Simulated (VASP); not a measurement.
**CdS (Hawleyite): input slips in a band-gap run and what they do**

Some runs for the gap of CdS (Hawleyite) get a fault in the input on purpose. Which of them show, and how? The starting structure is a measured crystal structure from the Crystallography Open Database. Cell and atoms stay as given unless a step says otherwise.

Main program and level: VASP 6.6.1; Kohn-Sham DFT with plane waves and PAW; LDA.

## 1. Set-up

Symmetry: F-43m, No. 216, cubic system. Conventional cell: a = 5.833 Å, b = 5.833 Å, c = 5.833 Å, α = 90.00°, β = 90.00°, γ = 90.00°. Cd has 4 S at 2.53 Å nearest. Nearest to S lie 4 Cd at 2.53 Å. Farther neighbours and most contacts between anions are not listed.

Coordinates:

```
Cd S
1.0
     0.00000    2.91650    2.91650
     2.91650    0.00000    2.91650
     2.91650    2.91650    0.00000
Cd S
1 1
Cartesian
  0.0000 0.0000 0.0000
  4.3748 4.3748 4.3748
```

## 2. Reference bands

INCAR

```
SYSTEM = CdS
PREC = Accurate
ENCUT = 350
EDIFF = 1E-06
NELM = 100
ISMEAR = 0
SIGMA = 0.03
LREAL = .FALSE.
ALGO = Normal
GGA = CA
NBANDS = 21
LORBIT = 11
LWAVE = .FALSE.
LCHARG = .FALSE.
KPAR = 4
```

POSCAR

```
CdS
1.0
    0.0000000000      2.9165000000      2.9165000000
    2.9165000000      0.0000000000      2.9165000000
    2.9165000000      2.9165000000      0.0000000000
Cd S
1 1
Direct
    0.0000000000      0.0000000000      0.0000000000
    0.7500000000      0.7500000000      0.7500000000
```

KPOINTS

```
Automatic mesh
0
Gamma
6 6 6
0 0 0
```

KPOINTS_OPT

```
Line mode
10
Line-mode
Reciprocal
  0.00000000   0.00000000   0.00000000 GAMMA
  0.50000000   0.00000000   0.50000000 X

  0.50000000   0.00000000   0.50000000 X
  0.50000000   0.25000000   0.75000000 W

  0.50000000   0.25000000   0.75000000 W
  0.37500000   0.37500000   0.75000000 K

  0.37500000   0.37500000   0.75000000 K
  0.00000000   0.00000000   0.00000000 GAMMA

  0.00000000   0.00000000   0.00000000 GAMMA
  0.50000000   0.50000000   0.50000000 L

  0.50000000   0.50000000   0.50000000 L
  0.62500000   0.25000000   0.62500000 U

  0.62500000   0.25000000   0.62500000 U
  0.50000000   0.25000000   0.75000000 W

  0.50000000   0.25000000   0.75000000 W
  0.50000000   0.50000000   0.50000000 L

  0.50000000   0.50000000   0.50000000 L
  0.37500000   0.37500000   0.75000000 K

  0.62500000   0.25000000   0.62500000 U
  0.50000000   0.00000000   0.50000000 X
```

Potentials, in the order of the species: Cd and S (LDA family, release 64).

The run is started by

```bash
$ mpirun -np 4 vasp_std
```

The log of the run:

```text
[banner, memory and clock lines left out]
running    4 mpi-ranks, on    1 nodes
 distrk:  each k-point on    1 cores,    4 groups
 distr:  one band on    1 cores,    1 groups

 POSCAR found type information on POSCAR CdS
 POSCAR found :  2 types and       2 ions
 LDA part: xc-table for (Slater(with rela. corr.)+CA(PZ))
 , standard interpolation
 POSCAR, INCAR and KPOINTS ok, starting setup
 FFT: planning ... GRIDC
 FFT: planning ... GRID_SOFT
 FFT: planning ... GRID
 WAVECAR not read
 entering main loop
       N       E                     dE             d eps       ncg     rms          rms(c)
DAV:   1     0.900317228298E+02    0.90032E+02   -0.69525E+03   720   0.567E+02
DAV:   2    -0.435634427609E+01   -0.94388E+02   -0.88819E+02   767   0.183E+02
DAV:   3    -0.789142744785E+01   -0.35351E+01   -0.35150E+01   818   0.371E+01
DAV:   4    -0.790975225377E+01   -0.18325E-01   -0.18323E-01   757   0.258E+00
DAV:   5    -0.790991157036E+01   -0.15932E-03   -0.15931E-03   817   0.221E-01    0.822E+00
DAV:   6    -0.742508226253E+01    0.48483E+00   -0.46346E-01   882   0.865E+00    0.658E+00
DAV:   7    -0.739730001059E+01    0.27782E-01   -0.12862E-01   812   0.205E+00    0.302E+00
DAV:   8    -0.739158675341E+01    0.57133E-02   -0.13253E-02   747   0.109E+00    0.230E-01
DAV:   9    -0.739120013301E+01    0.38662E-03   -0.11785E-03   832   0.441E-01    0.743E-02
DAV:  10    -0.739119655683E+01    0.35762E-05   -0.11108E-04   767   0.105E-01    0.599E-02
DAV:  11    -0.739120479973E+01   -0.82429E-05   -0.36506E-05   780   0.350E-02    0.243E-02
DAV:  12    -0.739120252494E+01    0.22748E-05   -0.41647E-06   811   0.220E-02    0.710E-03
DAV:  13    -0.739120259072E+01   -0.65781E-07   -0.80326E-07   481   0.450E-03
   1 F= -.73912026E+01 E0= -.73912026E+01  d E =-.414425E-27
 Start KPOINTS_OPT (optional k-point list driver)
k-point batch [1-16\100]
       N       E                     dE             ncg
DAV:   1     0.797973043355E+02   -0.59364E+04      712
DAV:   2    -0.136607541523E+04   -0.14459E+04      762
DAV:   3    -0.142000466496E+04   -0.53929E+02      797
DAV:   4    -0.142026263815E+04   -0.25797E+00      772
DAV:   5    -0.142026475599E+04   -0.21178E-02      835
DAV:   6    -0.142026478068E+04   -0.24687E-04      806
DAV:   7    -0.142026478098E+04   -0.30174E-06      692
[...]
k-point batch [97-100\100]
       N       E                     dE             ncg
DAV:   1     0.616475366609E+04   -0.21325E+04      200
DAV:   2     0.583298261821E+04   -0.33177E+03      201
DAV:   3     0.582180111573E+04   -0.11182E+02      203
DAV:   4     0.582174935070E+04   -0.51765E-01      193
DAV:   5     0.582174893172E+04   -0.41898E-03      208
DAV:   6     0.582174892690E+04   -0.48225E-05      188
DAV:   7     0.582174892684E+04   -0.59766E-07      184
```

Run time: 5.8 s. Hardware: 4 MPI ranks of AMD EPYC 9R45, shared host; peak memory 0.47 GiB; 22 s of CPU time.

Lines that name or quote the potential files are left out of all logs, and their timing lines are given in words.

From OUTCAR (step 2):

```text
ion  position               nearest neighbor table
   1  0.000  0.000  0.000-   2 2.53   2 2.53   2 2.53   2 2.53
   2  0.750  0.750  0.750-   1 2.53   1 2.53   1 2.53   1 2.53

  LATTYP: Found a face centered cubic cell.
 ALAT       =     5.8330000000

 Subroutine GETGRP returns: Found 24 space group operations
 (whereof 24 operations were pure point group operations)

The static configuration has the point symmetry T_d .

 Found     16 irreducible k-points:

   k-points           NKPTS =     16   k-points in BZ     NKDIM =     16   number of bands    NBANDS=     21

   dimension x,y,z NGX =    28 NGY =   28 NGZ =   28
   dimension x,y,z NGXF=    56 NGYF=   56 NGZF=   56

   ENCUT  =  350.0 eV  25.72 Ry    5.07 a.u.   6.29  6.29  6.29*2*pi/ulx,y,z

   NELECT =      18.0000    total number of electrons

 k-points in reciprocal lattice and weights: Automatic mesh
   0.00000000  0.00000000  0.00000000       0.005
   0.16666667  0.00000000  0.00000000       0.037
   0.33333333  0.00000000  0.00000000       0.037
   0.50000000  0.00000000  0.00000000       0.019
   0.16666667  0.16666667  0.00000000       0.028
   0.33333333  0.16666667  0.00000000       0.111
   0.50000000  0.16666667  0.00000000       0.111
  -0.33333333  0.16666667  0.00000000       0.111
  -0.16666667  0.16666667  0.00000000       0.056
[...]
-0.33333333  0.33333333  0.16666667       0.111
  -0.33333333  0.50000000  0.16666667       0.056

 average (electrostatic) potential at core
       1 -40.0994       2 -89.8407

 E-fermi :   1.3545

 k-point     1 :       0.0000    0.0000    0.0000
  band No.  band energies     occupation
    ...
      5      -6.1506      2.00000
      6      -6.1506      2.00000
      7       1.1327      2.00000
      8       1.1327      2.00000
      9       1.1327      2.00000
     10       2.0187      0.00000
     11       7.4895      0.00000
     12       7.4895      0.00000
     13       7.4895      0.00000
     14      12.2050      0.00000
    ...

 k-point     2 :       0.1667    0.0000    0.0000
  band No.  band energies     occupation
    ...
      5      -6.1519      2.00000
      6      -6.1519      2.00000
      7      -0.4529      2.00000
      8       0.9213      2.00000
      9       0.9213      2.00000
     10       3.2357      0.00000
     11       7.1321      0.00000
     12       7.8117      0.00000
     13       7.8117      0.00000
     14      11.7212      0.00000
    ...

 k-point     3 :       0.3333    0.0000    0.0000
  band No.  band energies     occupation
    ...
      5      -6.1348      2.00000
      6      -6.1348      2.00000
      7      -2.3708      2.00000
      8       0.5391      2.00000
      9       0.5391      2.00000
     10       3.8802      0.00000
     11       7.6443      0.00000
     12       8.0454      0.00000
     13       8.0454      0.00000
     14      11.8244      0.00000
    ...

  Total       -0.7371474     -0.7371474     -0.7371474      0.0000000      0.0000000      0.0000000
  in kB      -23.8039466    -23.8039466    -23.8039466      0.0000000      0.0000000      0.0000000
  external PRESSURE =     -23.8039466 kB  Pullay stress =       0.0000000 kB

  energy-cutoff  :      350.00
  volume of cell :       49.62
      direct lattice vectors                 reciprocal lattice vectors
     0.000000000  2.916500000  2.916500000    -0.171438368  0.171438368  0.171438368
     2.916500000  0.000000000  2.916500000     0.171438368 -0.171438368  0.171438368
     2.916500000  2.916500000  0.000000000     0.171438368  0.171438368 -0.171438368

 POSITION                                       TOTAL-FORCE (eV/Angst)
 -----------------------------------------------------------------------------------
      0.00000      0.00000      0.00000        -0.000000     -0.000000     -0.000000
      4.37475      4.37475      4.37475         0.000000      0.000000      0.000000
 -----------------------------------------------------------------------------------
    total drift:                               -0.000000     -0.000000     -0.000000

  FREE ENERGIE OF THE ION-ELECTRON SYSTEM (eV)
  ---------------------------------------------------
  free  energy   TOTEN  =        -7.3912025907 eV

  energy  without entropy=       -7.3912025907  energy(sigma->0) =       -7.39120259

 total charge
# of ion       s       p       d       tot
------------------------------------------
    1        0.442   0.334   9.536  10.312
    2        1.323   2.373   0.000   3.697
--------------------------------------------------
tot          1.765   2.708   9.536  14.009

[... 3 further parts left out ...]
```

Spin-orbit coupling is off here; it would split degenerate levels. At this level the cell is under a tension of 2.4 GPa, so at these settings it is away from equilibrium.

The reference gap is 0.886 eV.

## 3. Bands with no empty bands

A slip made on purpose: no empty bands. Against step 2 the input has NBANDS = 9 and no band path (also changed: NELM).

INCAR, as its differences from that of step 2:

```diff
@@ -4,3 +4,3 @@
 EDIFF = 1E-06
-NELM = 100
+NELM = 60
 ISMEAR = 0
@@ -10,3 +10,3 @@
 GGA = CA
-NBANDS = 21
+NBANDS = 9
 LORBIT = 11
```

POSCAR is that of step 2.

KPOINTS is that of step 2.

The run is started by

```bash
$ mpirun -np 4 vasp_std
```

The log of the run:

```text
[... set-up lines as in an earlier step ...]
 entering main loop
       N       E                     dE             d eps       ncg     rms          rms(c)
DAV:   1     0.938348468162E+02    0.93835E+02   -0.76958E+03   304   0.133E+03
DAV:   2    -0.194438234150E+01   -0.95779E+02   -0.95779E+02   320   0.349E+02
DAV:   3    -0.757804558093E+01   -0.56337E+01   -0.56337E+01   298   0.827E+01
DAV:   4    -0.789670711509E+01   -0.31866E+00   -0.31866E+00   348   0.106E+01
[...]
DAV:  12    -0.739120584574E+01   -0.62889E-05   -0.45745E-05   351   0.820E-02    0.216E-02
DAV:  13    -0.739120265456E+01    0.31912E-05   -0.13602E-05   291   0.372E-02    0.415E-03
DAV:  14    -0.739120264641E+01    0.81534E-08   -0.38780E-07   144   0.825E-03
 -----------------------------------------------------------------------------
|                                                                             |
|           W    W    AA    RRRRR   N    N  II  N    N   GGGG   !!!           |
|           W    W   A  A   R    R  NN   N  II  NN   N  G    G  !!!           |
|           W    W  A    A  R    R  N N  N  II  N N  N  G       !!!           |
|           W WW W  AAAAAA  RRRRR   N  N N  II  N  N N  G  GGG   !            |
|           WW  WW  A    A  R   R   N   NN  II  N   NN  G    G                |
|           W    W  A    A  R    R  N    N  II  N    N   GGGG   !!!           |
|                                                                             |
|     Your highest band is occupied at some k-points! Unless you are          |
|     performing a calculation for an insulator or semiconductor, without     |
|     unoccupied bands, you have included TOO FEW BANDS!! Please increase     |
|     the parameter NBANDS in file INCAR to ensure that the highest band      |
|     is unoccupied at all k-points. It is always recommended to include      |
|     a few unoccupied bands to accelerate the convergence of                 |
|     molecular-dynamics runs (even for insulators or semiconductors),        |
|     since the presence of unoccupied bands improves wavefunction            |
|     prediction and helps to suppress 'band-crossings'.                      |
|                                                                             |
 -----------------------------------------------------------------------------

   1 F= -.73912026E+01 E0= -.73912026E+01  d E =-.110096E-16
```

Run time: 1.6 s. Hardware: 4 MPI ranks; peak memory 0.42 GiB; 4 s of CPU time.

From OUTCAR (step 3):

```text
  Total       -0.7334559     -0.7334559     -0.7334559     -0.0000000      0.0000000      0.0000000
  in kB      -23.6847408    -23.6847408    -23.6847408     -0.0000000      0.0000000      0.0000000
  external PRESSURE =     -23.6847408 kB  Pullay stress =       0.0000000 kB

 POSITION                                       TOTAL-FORCE (eV/Angst)
 -----------------------------------------------------------------------------------
      0.00000      0.00000      0.00000         0.000000      0.000000      0.000000
      4.37475      4.37475      4.37475        -0.000000     -0.000000     -0.000000
 -----------------------------------------------------------------------------------
    total drift:                               -0.000000     -0.000000      0.000000

  FREE ENERGIE OF THE ION-ELECTRON SYSTEM (eV)
  ---------------------------------------------------
  free  energy   TOTEN  =        -7.3912026464 eV

  energy  without entropy=       -7.3912026464  energy(sigma->0) =       -7.39120265

[... 1 part as in an earlier step ...]

[... 2 further parts left out ...]
[key lines of the parts left out:]
E-fermi :   1.2989
```

The run converges, yet it holds no empty band, so no gap can be read from it.

## 4. Bands with a fixed density without a density file

A slip made on purpose: a fixed density without a density file. Against step 2 the input has ICHARG = 11 (also changed: NELM).

INCAR, as its differences from that of step 3:

```diff
@@ -10,3 +10,3 @@
 GGA = CA
-NBANDS = 9
+NBANDS = 21
 LORBIT = 11
@@ -15 +15,2 @@
 KPAR = 4
+ICHARG = 11
```

POSCAR is that of step 3.

KPOINTS is that of step 3.

KPOINTS_OPT is that of step 2.

The run is started by

```bash
$ mpirun -np 4 vasp_std
```

The log of the run:

```text
[banner, memory and clock lines left out]
running    4 mpi-ranks, on    1 nodes
[...]
LDA part: xc-table for (Slater(with rela. corr.)+CA(PZ))
 , standard interpolation
 POSCAR, INCAR and KPOINTS ok, starting setup
[...]
WARNING: CHGCAR is incomplete
|                                                                             |
|     EEEEEEE  RRRRRR   RRRRRR   OOOOOOO  RRRRRR      ###     ###     ###     |
|     E        R     R  R     R  O     O  R     R     ###     ###     ###     |
|     E        R     R  R     R  O     O  R     R     ###     ###     ###     |
|     EEEEE    RRRRRR   RRRRRR   O     O  RRRRRR       #       #       #      |
|     E        R   R    R   R    O     O  R   R                               |
|     E        R    R   R    R   O     O  R    R      ###     ###     ###     |
|     EEEEEEE  R     R  R     R  OOOOOOO  R     R     ###     ###     ###     |
|                                                                             |
|     ERROR: charge density could not be read from file CHGCAR for            |
|     ICHARG>10                                                               |
|                                                                             |
|       ---->  I REFUSE TO CONTINUE WITH THIS SICK JOB ... BYE!!! <----       |
|                                                                             |

1
1
1
1
```

Wall time 4.6 s (4 MPI ranks).

VASP stopped with this message: “ERROR: charge density could not be read from file CHGCAR for ICHARG>10”.

(Continued in part 2 of 2.)

[Lines on the potential files, build, host, timing and source positions are cut from VASP's logs without a mark.]

[Logs are printed without paths, hosts, clocks, repeated set-up lines and the standing remarks that a program may print on its own settings, such as how far it seeks lower states.]

[Hosts, paths, dates, database ids (printed as entryN), source tags and the programs' standing remarks are cut or masked in the printed files.]
